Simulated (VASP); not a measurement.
## A VASP study of Mo (r2SCAN + rVV10): structure first, properties next

Aim: relax Mo with r2SCAN + rVV10, compute its properties on that cell and hold them against experiment. The steps: relaxing cell and atoms (r2SCAN + rVV10), single point with fields (r2SCAN + rVV10), bands along the symmetry lines (r2SCAN + rVV10), total and projected DOS (r2SCAN + rVV10) and band structure (r2SCAN + rVV10 + SOC). Left out of this account: at least 1 further run (core levels: core levels are not valid at this level). The start is a cell from a database of measured crystal structures.

Method: r2SCAN with rVV10; plane waves and PAW (Mo_sv), in the first sound run; inputs show where later runs differ, in VASP 6.6.1.

**Measured values to reproduce.**

For Mo, body-centred cubic (bulk Mo, literature value), “Anisotropic Resistivity Size Effect in Epitaxial Mo(001) and Mo(011) Layers” (2023, pmc:10052566) quotes earlier work: lattice constant a (cubic lattice constant, literature experiment) 3.147 Å [literature experimental value used as input for the DFT calculation; temperature not …].

### 1. The structure

Before any relaxation, the start is as follows. The structure is cubic, space group Im-3m (No. 229). Conventional cell: a = 3.147 Å, b = 3.147 Å, c = 3.147 Å, α = 90.00°, β = 90.00°, γ = 90.00°. Nearest to Mo lie 8 Mo at 2.73 Å.

As a file:

```cif
data_structure
_symmetry_space_group_name_H-M 'Im-3m'
_symmetry_Int_Tables_number 229
_cell_length_a 3.1468
_cell_length_b 3.1468
_cell_length_c 3.1468
_cell_angle_alpha 90.000
_cell_angle_beta 90.000
_cell_angle_gamma 90.000
_cell_volume 31.16
loop_
_atom_site_label
_atom_site_type_symbol
_atom_site_symmetry_multiplicity
_atom_site_Wyckoff_symbol
_atom_site_fract_x
_atom_site_fract_y
_atom_site_fract_z
_atom_site_occupancy
Mo1 Mo 2 a 0.00000 0.00000 0.00000 1
```

### 2. Relaxing cell and atoms (r2SCAN + rVV10)

The start need not lie at this functional's minimum. ISIF = 3 frees volume, shape and positions, and EDIFFG sets the threshold on forces and stress at which the search stops. r2SCAN adds the kinetic-energy density, costs more than a GGA and is run with LASPH. LUSE_VDW switches on a nonlocal correlation term for dispersion.

INCAR reads:

```
SYSTEM = Mo
PREC = Accurate
ENCUT = 400
EDIFF = 1E-06
NELM = 100
ISMEAR = 1
SIGMA = 0.2
LREAL = .FALSE.
ALGO = Normal
METAGGA = R2SCAN
LUSE_VDW = .TRUE.
IVDW_NL = 2
BPARAM = 11.95
CPARAM = 0.0093
LASPH = .TRUE.
NBANDS = 13
LORBIT = 11
LWAVE = .FALSE.
LCHARG = .FALSE.
KPAR = 2
IBRION = 2
NSW = 60
ISIF = 3
EDIFFG = -0.01
```

POSCAR reads:

```
Mo
1.0
   -1.5734150000      1.5734150000      1.5734150000
    1.5734150000     -1.5734150000      1.5734150000
    1.5734150000      1.5734150000     -1.5734150000
Mo
1
Direct
    0.0000000000      0.0000000000      0.0000000000
```

KPOINTS reads:

```
Automatic mesh
0
Gamma
10 10 10
0 0 0
```

PAW data sets: Mo_sv (PBE family, release 64).

Run with:

```console
$ mpirun -np 2 vasp_std
```

Log:

```text
[banner, memory and clock lines left out]
running    2 mpi-ranks, on    1 nodes
 distrk:  each k-point on    1 cores,    2 groups
 distr:  one band on    1 cores,    1 groups

 POSCAR found type information on POSCAR Mo
 POSCAR found :  1 types and       1 ions
|                                                                             |
|               ----> ADVICE to this user running VASP <----                  |
|                                                                             |
|     You have switched on vdW-DFT.                                           |
|     This routine was written and supplied by Jiri Klimes. We recommend      |
|     that you carefully read and cite the following publications:            |
|       J. Klimes, D.R. Bowler, A. Michelides                                 |
|          J. Phys.: Cond Matt. 22 022201 (2010)                              |
|       J. Klimes, D.R. Bowler, A. Michelides                                 |
|          Phys. Rev. B. 83, 195131 (2011)                                    |
|     and references therein.                                                 |
|                                                                             |

|                                                                             |
|               ----> ADVICE to this user running VASP <----                  |
|                                                                             |
|     You enforced a specific xc type in the INCAR file but a different       |
|     [... a line on the potential file left out ...]
|     I HOPE YOU KNOW WHAT YOU ARE DOING!                                     |
|                                                                             |

 LDA part: xc-table for (None), standard interpolation
 POSCAR, INCAR and KPOINTS ok, starting setup
 FFT: planning ... GRIDC
 FFT: planning ... GRID_SOFT
 FFT: planning ... GRID
 WAVECAR not read
 entering main loop
       N       E                     dE             d eps       ncg     rms          rms(c)
Total rVV10 correction in eV:      0.2496918    14.0030733
Total rVV10 correction in eV:      0.2496918    14.0030733
DAV:   1     0.579989467108E+02    0.57999E+02   -0.70967E+03  1238   0.938E+02
DAV:   2    -0.311954723487E+02   -0.89194E+02   -0.86050E+02  1437   0.282E+02
DAV:   3    -0.321957896267E+02   -0.10003E+01   -0.99767E+00  1347   0.298E+01
DAV:   4    -0.321980380830E+02   -0.22485E-02   -0.22484E-02  1367   0.173E+00
DAV:   5    -0.321980508316E+02   -0.12749E-04   -0.12749E-04  1382   0.116E-01    0.185E+01
Total rVV10 correction in eV:      0.2308177    14.0030734
Total rVV10 correction in eV:      0.2308177    14.0030734
DAV:   6    -0.258214452786E+02    0.63766E+01   -0.27013E+00  1252   0.206E+01    0.228E+00
Total rVV10 correction in eV:      0.2253922    14.0030734
Total rVV10 correction in eV:      0.2253922    14.0030734
DAV:   7    -0.258241444913E+02   -0.26992E-02   -0.62020E-02  1377   0.284E+00    0.116E+00
Total rVV10 correction in eV:      0.2216263    14.0030734
Total rVV10 correction in eV:      0.2216263    14.0030734
DAV:   8    -0.258338963617E+02   -0.97519E-02   -0.25773E-02  1252   0.176E+00    0.621E-01
Total rVV10 correction in eV:      0.2223590    14.0030734
Total rVV10 correction in eV:      0.2223590    14.0030734
DAV:   9    -0.258339228784E+02   -0.26517E-04   -0.30750E-03  1237   0.676E-01    0.595E-02
Total rVV10 correction in eV:      0.2222417    14.0030734
Total rVV10 correction in eV:      0.2222417    14.0030734
DAV:  10    -0.258340660789E+02   -0.14320E-03   -0.25238E-04  1342   0.186E-01    0.600E-02
Total rVV10 correction in eV:      0.2224447    14.0030734
Total rVV10 correction in eV:      0.2224447    14.0030734
DAV:  11    -0.258340331439E+02    0.32935E-04   -0.35120E-05  1242   0.703E-02    0.802E-03
Total rVV10 correction in eV:      0.2224423    14.0030734
Total rVV10 correction in eV:      0.2224423    14.0030734
DAV:  12    -0.258340336799E+02   -0.53596E-06   -0.20952E-07   781   0.512E-03
Total rVV10 correction in eV:      0.2224384    14.0030734
Total rVV10 correction in eV:      0.2224384    14.0030734
Total rVV10 correction in eV:      0.2224387    14.0030734
Total rVV10 correction in eV:      0.2224387    14.0030734
   1 F= -.25834034E+02 E0= -.25833216E+02  d E =-.258340E+02
 curvature:   0.00 expect dE= 0.000E+00 dE for cont linesearch  0.000E+00
 trial: gam= 0.00000 g(F)=  0.816E-61 g(S)=  0.345E-03 ort = 0.000E+00 (trialstep = 0.100E+01)
 search vector abs. value=  0.345E-03
 bond charge predicted
       N       E                     dE             d eps       ncg     rms          rms(c)
Total rVV10 correction in eV:      0.2225316    14.0030734
Total rVV10 correction in eV:      0.2225316    14.0030734
DAV:   1    -0.258420075045E+02   -0.79744E-02   -0.18070E-01  1237   0.573E+00    0.100E+00
Total rVV10 correction in eV:      0.2214110    14.0030732
Total rVV10 correction in eV:      0.2214110    14.0030732
DAV:   2    -0.258341778347E+02    0.78297E-02   -0.11163E-02  1222   0.137E+00    0.178E-01
Total rVV10 correction in eV:      0.2211506    14.0030732
Total rVV10 correction in eV:      0.2211506    14.0030732
DAV:   3    -0.258336269901E+02    0.55084E-03   -0.17638E-03  1272   0.522E-01    0.143E-01
Total rVV10 correction in eV:      0.2213547    14.0030732
Total rVV10 correction in eV:      0.2213547    14.0030732
DAV:   4    -0.258337094983E+02   -0.82508E-04   -0.34264E-05  1296   0.650E-02    0.912E-03
Total rVV10 correction in eV:      0.2213716    14.0030732
Total rVV10 correction in eV:      0.2213716    14.0030732
DAV:   5    -0.258337108712E+02   -0.13729E-05   -0.93466E-07   866   0.120E-02    0.230E-03
Total rVV10 correction in eV:      0.2213733    14.0030732
Total rVV10 correction in eV:      0.2213733    14.0030732
DAV:   6    -0.258337106894E+02    0.18187E-06   -0.19626E-07   611   0.529E-03
Total rVV10 correction in eV:      0.2213719    14.0030732
Total rVV10 correction in eV:      0.2213719    14.0030732
Total rVV10 correction in eV:      0.2213732    14.0030732
Total rVV10 correction in eV:      0.2213732    14.0030732
   2 F= -.25833711E+02 E0= -.25832944E+02  d E =0.322990E-03
 trial-energy change:    0.000323  1 .order    0.000322   -0.000345    0.000990
 step:   0.2588(harm=  0.2588)  dis= 0.00000  next Energy=   -25.834078 (dE=-0.447E-04)
 bond charge predicted
       N       E                     dE             d eps       ncg     rms          rms(c)
Total rVV10 correction in eV:      0.2213047    14.0030732
Total rVV10 correction in eV:      0.2213047    14.0030732
DAV:   1    -0.258386485444E+02   -0.49377E-02   -0.99883E-02  1237   0.426E+00    0.724E-01
Total rVV10 correction in eV:      0.2221360    14.0030734
Total rVV10 correction in eV:      0.2221360    14.0030734
DAV:   2    -0.258343490345E+02    0.42995E-02   -0.62831E-03  1222   0.102E+00    0.134E-01
Total rVV10 correction in eV:      0.2223303    14.0030734
Total rVV10 correction in eV:      0.2223303    14.0030734
DAV:   3    -0.258340442529E+02    0.30478E-03   -0.98395E-04  1272   0.390E-01    0.100E-01
Total rVV10 correction in eV:      0.2221692    14.0030734
Total rVV10 correction in eV:      0.2221692    14.0030734
DAV:   4    -0.258340781209E+02   -0.33868E-04   -0.18939E-05  1275   0.475E-02    0.374E-03
Total rVV10 correction in eV:      0.2221643    14.0030734
Total rVV10 correction in eV:      0.2221643    14.0030734
DAV:   5    -0.258340782427E+02   -0.12175E-06   -0.56707E-07   776   0.959E-03
Total rVV10 correction in eV:      0.2221630    14.0030734
Total rVV10 correction in eV:      0.2221630    14.0030734
Total rVV10 correction in eV:      0.2221628    14.0030734
Total rVV10 correction in eV:      0.2221628    14.0030734
   3 F= -.25834078E+02 E0= -.25833272E+02  d E =-.445628E-04
 curvature:  -0.13 expect dE=-0.830E-08 dE for cont linesearch -0.830E-08
 trial: gam= 0.00000 g(F)=  0.244E-61 g(S)=  0.641E-07 ort =-0.471E-05 (trialstep = 0.852E+00)
 search vector abs. value=  0.642E-07
 reached required accuracy - stopping structural energy minimisation
```

Elapsed: 27 s, on 2 MPI ranks of AMD EPYC 9R45, shared host; peak memory 0.27 GiB; 53 s of CPU time.

The logs omit lines about the potential files and the build; timing stands in the text.

OUTCAR, selected parts (step 2):

```text
ion  position               nearest neighbor table
   1  0.000  0.000  0.000-

  LATTYP: Found a body centered cubic cell.
 ALAT       =     3.1468300000

 Subroutine GETGRP returns: Found 48 space group operations
 (whereof 48 operations were pure point group operations)

The static configuration has the point symmetry O_h .

 Found     47 irreducible k-points:

   k-points           NKPTS =     47   k-points in BZ     NKDIM =     47   number of bands    NBANDS=     13

   dimension x,y,z NGX =    18 NGY =   18 NGZ =   18
   dimension x,y,z NGXF=    36 NGYF=   36 NGZF=   36

   ENCUT  =  400.0 eV  29.40 Ry    5.42 a.u.   4.44  4.44  4.44*2*pi/ulx,y,z

   NELECT =      14.0000    total number of electrons

 k-points in reciprocal lattice and weights: Automatic mesh
   0.00000000  0.00000000  0.00000000       0.001
   0.10000000  0.00000000  0.00000000       0.012
   0.20000000  0.00000000  0.00000000       0.012
   0.30000000  0.00000000  0.00000000       0.012
   0.40000000  0.00000000  0.00000000       0.012
   0.50000000  0.00000000  0.00000000       0.006
   0.10000000  0.10000000  0.00000000       0.024
   0.20000000  0.10000000  0.00000000       0.048
   0.30000000  0.10000000  0.00000000       0.048
[...]
0.50000000  0.50000000  0.40000000       0.012
   0.50000000  0.50000000  0.50000000       0.001

 average (electrostatic) potential at core
       1 -74.2488

 E-fermi :  12.7553

 k-point     1 :       0.0000    0.0000    0.0000
  band No.  band energies     occupation
    ...
      4     -23.0279      2.00000
      5       4.9276      2.00000
      6      11.2041      2.00000
      7      11.2041      2.00000
      8      11.2041      2.00000
      9      14.5528     -0.00000
     10      14.5528     -0.00000
     11      28.1144      0.00000
     12      28.1144      0.00000
     13      28.1144      0.00000

 k-point     2 :       0.1000    0.0000    0.0000
  band No.  band energies     occupation
    ...
      4     -23.0284      2.00000
      5       5.3857      2.00000
      6      10.9457      2.00000
      7      11.1463      2.00000
      8      11.6393      2.00000
      9      14.2051     -0.00000
     10      14.5598     -0.00000
     11      28.4298      0.00000
     12      28.8932      0.00000
     13      28.9524      0.00000

 k-point     3 :       0.2000    0.0000    0.0000
  band No.  band energies     occupation
    ...
      3     -23.1986      2.00000
      4     -23.0313      2.00000
      5       6.5020      2.00000
      6      10.3321      2.00000
      7      10.9318      2.00000
      8      12.8823      0.12991
      9      13.8786     -0.00000
     10      14.6291     -0.00000
     11      28.5986      0.00000
     12      29.9621      0.00000
    ...

  Total        0.0006656      0.0006656      0.0006656     -0.0000000      0.0000000      0.0000000
  in kB        0.0685685      0.0685685      0.0685685     -0.0000000      0.0000000      0.0000000
  external PRESSURE =       0.0685685 kB  Pullay stress =       0.0000000 kB

  energy-cutoff  :      400.00
  volume of cell :       15.55
      direct lattice vectors                 reciprocal lattice vectors
    -1.572455358  1.572455358  1.572455358     0.000000000  0.317974051  0.317974051
     1.572455358 -1.572455358  1.572455358     0.317974051  0.000000000  0.317974051
     1.572455358  1.572455358 -1.572455358     0.317974051  0.317974051  0.000000000

 POSITION                                       TOTAL-FORCE (eV/Angst)
 -----------------------------------------------------------------------------------
      0.00000     -0.00000      0.00000        -0.000000      0.000000      0.000000
 -----------------------------------------------------------------------------------
    total drift:                                0.000000     -0.000000      0.000000

  FREE ENERGIE OF THE ION-ELECTRON SYSTEM (eV)
  ---------------------------------------------------
  free  energy   TOTEN  =       -25.8340782427 eV

  energy  without entropy=      -25.8316606207  energy(sigma->0) =      -25.83327237

 reached required accuracy - stopping structural energy minimisation

 total charge
# of ion       s       p       d       tot
------------------------------------------
    1        2.377   6.213   3.893  12.483

[... 3 further parts left out ...]
```

The k-mesh is coarse for a metal. The PAW data sets were made with PBE, which is usual practice but a small mismatch for other functionals. The run keeps the 48 symmetry operations of its start, so it cannot find a distortion of lower symmetry.

Little changed from the start: no atom moved by 0.005 Å and no cell edge by 0.1 %.

Numbers from this step:

| Property | Result |
| --- | --- |
| electrons | 14 |
| bands | 13 |
| irreducible k-points | 47 |
| symmetry operations | 48 |
| free energy (TOTEN) | -25.83 eV |
| energy at zero smearing | -25.83 eV |
| Fermi energy | 12.76 eV |
| pressure | 0.006857 GPa |
| metallic, judged on the points sampled | yes |
| SCF cycles over all ionic steps | 23 |

It ends with forces that vanish by symmetry and a pressure of 0.01 GPa. The volume lies -0.2 % from that of the database's start, part of which can be the thermal and zero-point expansion of its experiment.

[end of part 1 of 3]

[Lines on the potential files, build, host, timing and source positions are cut from VASP's logs without a mark.]

[Logs are printed without paths, hosts, clocks, repeated set-up lines and the standing remarks that a program may print on its own settings, such as how far it seeks lower states.]

[Hosts, paths, dates, database ids (printed as entryN), source tags and the programs' standing remarks are cut or masked in the printed files.]

[A measured line is paired with the nearest computed mode of its activity, which favours agreement.]

[In band tables of VASP the shares of atoms and orbitals are scaled to a sum of 1 inside the atoms' spheres.]
